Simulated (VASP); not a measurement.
# SiClH3 in VASP: notebook

Aim: see how the results for SiClH3 move with the level of theory and the settings. Levels: revPBE+D3(BJ), HSE06+TS, RPBE+D3(BJ). Tasks: relaxation of the atoms, single point.

Everything below comes from runs of VASP 6.6.1. Logs are shortened: lines on timing, memory, paths and dates and some standing lists are left out, and cuts for length are marked.

## Step 1: The structure

The cell holds a molecule in a box, 5 atoms: a = 12.000 Å, b = 12.000 Å, c = 12.000 Å, α = 90.00°, β = 90.00°, γ = 90.00°.

## Step 2: Relaxation of the atoms, revPBE+D3(BJ)

INCAR

```
SYSTEM = SiH3Cl
PREC     = Accurate       ! precision mode
ENCUT    = 520            ! plane-wave cutoff, eV
EDIFF    = 1E-6           ! SCF threshold, eV
ISMEAR   = 0              ! smearing method
SIGMA    = 0.01           ! smearing width, eV
LREAL    = .FALSE.        ! projectors in reciprocal space
LASPH    = .TRUE.         ! aspherical terms in the spheres
NELM     = 80             ! most SCF steps
ALGO     = Normal         ! electronic algorithm
ISIF     = 2              ! what is computed and relaxed
LWAVE    = .FALSE.        ! write WAVECAR
LCHARG   = .FALSE.        ! write CHGCAR
GGA      = RE             ! functional
IVDW     = 12             ! dispersion correction
IBRION   = 2              ! ionic algorithm
NSW      = 40             ! ionic steps
EDIFFG   = -0.01          ! ionic threshold
```

KPOINTS

```
Automatic mesh
0
G
  1 1 1
  0 0 0
```

POSCAR

```
SiH3Cl
1.0
   12.0000000000      0.0000000000      0.0000000000
    0.0000000000     12.0000000000      0.0000000000
    0.0000000000      0.0000000000     12.0000000000
Si Cl H
1 1 3
Cartesian
    5.4573000000      5.5847499600      6.1209999600
    7.4076000000      5.0526500400      6.4818000000
    4.6184000400      5.0778500400      7.2309999600
    5.0346000000      4.9804500000      4.8369999600
    5.3784999600      7.0615500000      6.0471999600
```

Potentials or basis: VASP PAW PBE potentials, release 64 (Si, Cl, H).

Run with:

```bash
> cat potpaw_PBE.64/Si/POTCAR potpaw_PBE.64/Cl/POTCAR potpaw_PBE.64/H/POTCAR > POTCAR
> mpirun -np 1 vasp_gam > vasp.out
```

OUTCAR:

```text
SYSTEM = SiH3Cl
   PREC = Accurate
   ENCUT = 520
   EDIFF = 1E-6
   ISMEAR = 0
   LREAL = .FALSE.
   LASPH = .TRUE.
   NELM = 80
   ISIF = 2
   GGA = RE
   IVDW = 12
   IBRION = 2
   NSW = 40
   EDIFFG = -0.01
 IVDW          = 12

 ion  position               nearest neighbor table
   1  0.455  0.465  0.510-   4 1.48   5 1.48   3 1.48   2 2.05
   2  0.617  0.421  0.540-   1 2.05
   3  0.385  0.423  0.603-   1 1.48
   4  0.420  0.415  0.403-   1 1.48
   5  0.448  0.588  0.504-   1 1.48

  LATTYP: Found a simple cubic cell.
 ALAT       =    12.0000000000

  Lattice vectors:

 A1 = (  12.0000000000,   0.0000000000,   0.0000000000)
 A2 = (   0.0000000000,  12.0000000000,   0.0000000000)
 A3 = (   0.0000000000,   0.0000000000,  12.0000000000)

Analysis of symmetry for initial positions (statically):
=====================================================================
 Subroutine PRICEL returns:
 Original cell was already a primitive cell.

 Routine SETGRP: Setting up the symmetry group for a
 simple cubic supercell.

 Subroutine GETGRP returns: Found  1 space group operations
 (whereof  1 operations were pure point group operations)
 out of a pool of 48 trial point group operations.

The static configuration has the point symmetry C_1 .

Analysis of symmetry for dynamics (positions and initial velocities):
=====================================================================
 Subroutine PRICEL returns:
 Original cell was already a primitive cell.

 Routine SETGRP: Setting up the symmetry group for a
 simple cubic supercell.

 Subroutine GETGRP returns: Found  1 space group operations
 (whereof  1 operations were pure point group operations)
 out of a pool of 48 trial point group operations.

The dynamic configuration has the point symmetry C_1 .

 Subroutine INISYM returns: Found  1 space group operations
 (whereof  1 operations are pure point group operations),
 and found     1 'primitive' translations

----------------------------------------------------------------------------------------

                                     Primitive cell

  volume of cell :    1728.0000

  direct lattice vectors                    reciprocal lattice vectors
    12.000000000  0.000000000  0.000000000     0.083333333  0.000000000  0.000000000
     0.000000000 12.000000000  0.000000000     0.000000000  0.083333333  0.000000000
     0.000000000  0.000000000 12.000000000     0.000000000  0.000000000  0.083333333

  length of vectors
    12.000000000 12.000000000 12.000000000     0.083333333  0.083333333  0.083333333

  position of ions in fractional coordinates (direct lattice)
     0.454775000  0.465395830  0.510083330
     0.617300000  0.421054170  0.540150000
     0.384866670  0.423154170  0.602583330
     0.419550000  0.415037500  0.403083330
     0.448208330  0.588462500  0.503933330

  ion indices of the primitive-cell ions
   primitive index   ion index
                 1           1
                 2           2
                 3           3
                 4           4
                 5           5

----------------------------------------------------------------------------------------

 KPOINTS: Automatic mesh

Automatic generation of k-mesh.
 Grid dimensions read from file:
 generate k-points for:    1    1    1

 Generating k-lattice:

  Cartesian coordinates                     Fractional coordinates (reciprocal lattice)
     0.083333333  0.000000000  0.000000000     1.000000000  0.000000000  0.000000000
     0.000000000  0.083333333  0.000000000     0.000000000  1.000000000  0.000000000
     0.000000000  0.000000000  0.083333333     0.000000000  0.000000000  1.000000000

  Length of vectors
     0.083333333  0.083333333  0.083333333

  Shift w.r.t. Gamma in fractional coordinates (k-lattice)
     0.000000000  0.000000000  0.000000000

 Subroutine IBZKPT returns following result:
 ===========================================

 Found      1 irreducible k-points:

 Following reciprocal coordinates:
            Coordinates               Weight
  0.000000  0.000000  0.000000      1.000000
   k-points           NKPTS =      1   k-points in BZ     NKDIM =      1   number of bands    NBANDS=     11
   number of dos      NEDOS =    301   number of ions     NIONS =      5
   total plane-waves  NPLWV = 729000
   dimension x,y,z NGX =    90 NGY =   90 NGZ =   90
   dimension x,y,z NGXF=   180 NGYF=  180 NGZF=  180
   ions per type =               1   1   3
   NGX,Y,Z   is equivalent  to a cutoff of  12.47, 12.47, 12.47 a.u.
   NGXF,Y,Z  is equivalent  to a cutoff of  24.94, 24.94, 24.94 a.u.
 SYSTEM =  SiH3Cl
   PREC   = accura    normal or accurate (medium, high low for compatibility)
   ISTART =      0    job   : 0-new  1-cont  2-samecut
   ICHARG =      2    charge: 1-file 2-atom 10-const
   ISPIN  =      1    spin polarized calculation?
   LNONCOLLINEAR =      F non collinear calculations
   LSORBIT =      F    spin-orbit coupling
   LASPH  =      T    aspherical Exc in radial PAW
   ENCUT  =  520.0 eV  38.22 Ry    6.18 a.u.  22.31 22.31 22.31*2*pi/ulx,y,z
   NELM   =     80;   NELMIN=  2; NELMDL= -5     # of ELM steps
   EDIFF  = 0.1E-05   stopping-criterion for ELM
   LREAL  =      F    real-space projection
   EDIFFG = -.1E-01   stopping-criterion for IOM
   NSW    =     40    number of steps for IOM
   IBRION =      2    ionic relax: 0-MD 1-quasi-New 2-CG
   NFREE  =      1    steps in history (QN), initial steepest desc. (CG)
   ISIF   =      2    stress and relaxation
   ISYM   =      2    0-nonsym 1-usesym 2-fastsym
   POTIM  = 0.5000    time-step for ionic-motion
   TEBEG  =    0.0;   TEEND  =   0.0 temperature during run
   PSTRESS=    0.0 pullay stress
   NELECT =      14.0000    total number of electrons
   NUPDOWN=      -1.0000    fix difference up-down
   EMIN   =  10.00;   EMAX   =-10.00  energy-range for DOS
   EFERMI =   0.00;   METHOD = LEGACY
   ISMEAR =     0;   SIGMA  =   0.01  broadening in eV -4-tet -1-fermi 0-gaus
   EFERMI_NEDOS =   21; number of points for ismear=-14 and -15
   IALGO  =     38    algorithm
   IMIX   =      4    mixing-type and parameters
     AMIX     =   0.40;   BMIX     =  1.00
     AMIX_MAG =   1.60;   BMIX_MAG =  1.00
  volume/ion in A,a.u.               =     345.60      2332.22
  Fermi-wavevector in a.u.,A,eV,Ry     =   0.328803  0.621348  1.470948  0.108112
  Thomas-Fermi vector in A             =   1.222706
   LORBIT       =      0    0 simple, 1 ext, 2 COOP (PROOUT), +10 PAW based schemes
   GGA     = RE    functional components
   LHFCALC =     F    Hartree Fock is set to
   AEXX    =    0.0000 exact exchange contribution
   IVDW    =    12    specifies the selected vdW correction
   LEPSILON=     F    determine dielectric tensor
   LRPA    =     F    only Hartree local field effects (RPA)
 conjugate gradient relaxation of ions
 non-spin polarized calculation
 Gauss-broadening in eV      SIGMA  =   0.01
  energy-cutoff  :      520.00
  volume of cell :     1728.00
 maximum number of plane-waves:     23293
 NGX is ok and might be reduce to    90
   NGX = 45   NGY = 45   NGZ = 45

--------------------------------------- Ionic step        1  -------------------------------------------

 number of electron      14.0000001 magnetization

 Free energy of the ion-electron system (eV)
  ---------------------------------------------------
  ext. energy  EPLUGINS =         0.00000000
  ---------------------------------------------------
  free energy    TOTEN  =       -18.94931130 eV

  energy without entropy =      -18.94931130  energy(sigma->0) =      -18.94931130

------------------------ aborting loop because EDIFF is reached ----------------------------------------

 Edisp (eV)   -0.20326

 E8    (eV) :    -0.1302

  FORCE on cell =-STRESS in cart. coord.  units (eV):
  Direction    XX          YY          ZZ          XY          YZ          ZX
  --------------------------------------------------------------------------------------
  -------------------------------------------------------------------------------------
  Total       0.55928     0.26750     0.25456    -0.08809    -0.01541     0.06035
  in kB       0.51855     0.24803     0.23602    -0.08167    -0.01429     0.05596
  external pressure =        0.33 kB  Pullay stress =        0.00 kB

 VOLUME and BASIS-vectors are now :
 -----------------------------------------------------------------------------
  energy-cutoff  :      520.00
  volume of cell :     1728.00
      direct lattice vectors                 reciprocal lattice vectors
    12.000000000  0.000000000  0.000000000     0.083333333  0.000000000  0.000000000
     0.000000000 12.000000000  0.000000000     0.000000000  0.083333333  0.000000000
     0.000000000  0.000000000 12.000000000     0.000000000  0.000000000  0.083333333
[... 130 lines left out ...]
 POSITION                                       TOTAL-FORCE (eV/Angst)
 -----------------------------------------------------------------------------------
      5.45601      5.58510      6.12076        -0.049745      0.013152     -0.007646
      7.41995      5.04927      6.48409         0.021095     -0.005835      0.003933
      4.61208      5.07464      7.23836         0.017376      0.009797     -0.021585
      5.03108      4.97656      4.82821         0.008904      0.010906      0.023933
      5.37728      7.07169      6.04657         0.002369     -0.028020      0.001365
 -----------------------------------------------------------------------------------
    total drift:                                0.000253     -0.000037      0.000128

  FREE ENERGIE OF THE ION-ELECTRON SYSTEM (eV)
  ---------------------------------------------------
  free  energy   TOTEN  =       -19.1564590018 eV

  energy  without entropy=      -19.1564590018  energy(sigma->0) =      -19.15645900

--------------------------------------- Ionic step        5  -------------------------------------------

 number of electron      14.0000002 magnetization

 Free energy of the ion-electron system (eV)
  ---------------------------------------------------
  ext. energy  EPLUGINS =         0.00000000
  ---------------------------------------------------
  free energy    TOTEN  =       -18.95417898 eV

  energy without entropy =      -18.95417898  energy(sigma->0) =      -18.95417898

 E-fermi :  -7.3342     XC(G=0):  -0.7536

 val. band max:       -7.4080796640   @ k =   0.0000   0.0000   0.0000
 cond. band min:      -0.9258260083   @ k =   0.0000   0.0000   0.0000
 fundamental gap:      6.4822536558
 Fermi energy:        -7.3342282579

 k-point     1 :       0.0000    0.0000    0.0000
  band No.  band energies     occupation
      1     -20.4544      2.00000
      2     -13.3103      2.00000
      3      -9.4096      2.00000
      4      -9.0675      2.00000
      5      -9.0674      2.00000
      6      -7.4082      2.00000
      7      -7.4081      2.00000
      8      -0.9258      0.00000
      9      -0.4860      0.00000
     10       0.2087      0.00000
     11       0.2753      0.00000

------------------------ aborting loop because EDIFF is reached ----------------------------------------

 Edisp (eV)   -0.20236

 E8    (eV) :    -0.1296

  FORCE on cell =-STRESS in cart. coord.  units (eV):
  Direction    XX          YY          ZZ          XY          YZ          ZX
  --------------------------------------------------------------------------------------
  -------------------------------------------------------------------------------------
  Total      -0.05267    -0.05381    -0.05372    -0.00219    -0.00017     0.00148
  in kB      -0.04884    -0.04989    -0.04981    -0.00203    -0.00015     0.00137
  external pressure =       -0.05 kB  Pullay stress =        0.00 kB
[... 10 lines left out ...]
 POSITION                                       TOTAL-FORCE (eV/Angst)
 -----------------------------------------------------------------------------------
      5.45457      5.58548      6.12052         0.002438     -0.000753      0.000785
      7.41996      5.04927      6.48409         0.001797     -0.000587      0.000425
      4.61285      5.07498      7.23754        -0.000918      0.001218     -0.001562
      5.03154      4.97697      4.82919        -0.001421      0.000982      0.000764
      5.37748      7.07055      6.04665        -0.001897     -0.000860     -0.000411
 -----------------------------------------------------------------------------------
    total drift:                                0.000325     -0.000073      0.000135

  FREE ENERGIE OF THE ION-ELECTRON SYSTEM (eV)
  ---------------------------------------------------
  free  energy   TOTEN  =       -19.1565419912 eV

  energy  without entropy=      -19.1565419912  energy(sigma->0) =      -19.15654199

 reached required accuracy - stopping structural energy minimisation
```

It took 4.6 min on 1 thread of AMD EPYC 7R13 (Zen 3), shared host; peak memory 1.4 GiB.

Results:

| Property | Result |
| --- | --- |
| Free energy | -19.1565 eV |
| Energy gained by relaxing | 0.8 meV/atom |
| Ionic steps | 5 |
| Gap between the frontier levels | 6.48 eV |
| Dispersion energy per atom | -0.040 eV |

Forces in eV/Å, atoms in the order of the input:
```
Si   0.002 -0.001  0.001
Cl   0.002 -0.001  0.000
H   -0.001  0.001 -0.002
H   -0.001  0.001  0.001
H   -0.002 -0.001  0.000
```

Step by step:
| step | energy change (eV) | largest force (eV/Å) | pressure (GPa) |
| --- | --- | --- | --- |
| 1 | 0.0000 | 0.2811 | 0.03 |
| 2 | -0.0037 | 0.1125 | 0.00 |
| 3 | -0.0037 | 0.1046 | 0.00 |
| 4 | -0.0039 | 0.0520 | -0.01 |
| 5 | -0.0040 | 0.0027 | 0.00 |

Final structure:
```
Si Cl H
1.0
    12.00000    0.00000    0.00000
     0.00000   12.00000    0.00000
     0.00000    0.00000   12.00000
Si Cl H
1 1 3
Direct
  0.45455 0.46546 0.51004
  0.61833 0.42077 0.54034
  0.38440 0.42292 0.60313
  0.41929 0.41475 0.40243
  0.44812 0.58921 0.50389
```

Caveat: the PAW data sets were made with another functional, which shifts forces and pressure a little.

## Step 3: Single point, HSE06+TS

POSCAR is that of step 2.

INCAR.step1

```
SYSTEM = SiH3Cl
ALGO = Normal
EDIFF = 1E-5
ENCUT = 520
GGA = PE
ISIF = 2
ISMEAR = 0
LASPH = .True.
LCHARG = .False.
LREAL = .False.
LWAVE = .True.
NBANDS = 15
NELM = 100
PREC = Accurate
SIGMA = 0.01
```

INCAR.step2

```
SYSTEM = SiH3Cl
ALGO = Normal
EDIFF = 1E-7
ENCUT = 520
GGA = PE
HFSCREEN = 0.2
ISIF = 2
ISMEAR = 0
ISTART = 1
IVDW = 2
LASPH = .True.
LCHARG = .False.
LHFCALC = .True.
LREAL = .False.
LWAVE = .False.
NBANDS = 15
NELM = 100
PREC = Accurate
PRECFOCK = Normal
SIGMA = 0.01
```

KPOINTS

```
k-points
0
Gamma
  1 1 1
  0 0 0
```

Potentials or basis: VASP PAW PBE potentials, release 64 (Si, Cl, H).

Run with:

```bash
> cat potpaw_PBE.64/Si/POTCAR potpaw_PBE.64/Cl/POTCAR potpaw_PBE.64/H/POTCAR > POTCAR
> cp INCAR.step1 INCAR
> mpirun -np 1 vasp_gam > vasp.out
> cp INCAR.step2 INCAR
> mpirun -np 1 vasp_gam > vasp.out
```

Wall time 9.6 min (1 thread of AMD EPYC 7R13 (Zen 3), shared host); peak memory 1.3 GiB.

Results (log left out):

```
Free energy                     : -22.3815 eV
Largest force                   : 0.077 eV/Å
Gap between the frontier levels : 7.92 eV
Hirshfeld charges               : Si +0.32; Cl -0.13; H -0.07 e
Dispersion energy per atom      : -0.002 eV
```

Forces in eV/Å, atoms in the order of the input:
```
Si   0.017 -0.005  0.005
Cl  -0.073  0.020 -0.014
H    0.031  0.014 -0.033
H    0.018  0.017  0.039
H    0.007 -0.046  0.003
```

Levels at points of the mesh, in eV from the valence-band top:
| k point | band 4 | band 5 | band 6 | band 7 | band 8 | band 9 | band 10 | band 11 |
| --- | --- | --- | --- | --- | --- | --- | --- | --- |
| (0.00, 0.00, 0.00) | -1.78 | -1.78 | 0.00 | 0.00 | 7.92 | 8.16 | 8.95 | 9.05 |

Caveat: the PAW data sets were made with another functional, which shifts forces and pressure a little.

(Part 1 of 2 ends here.)
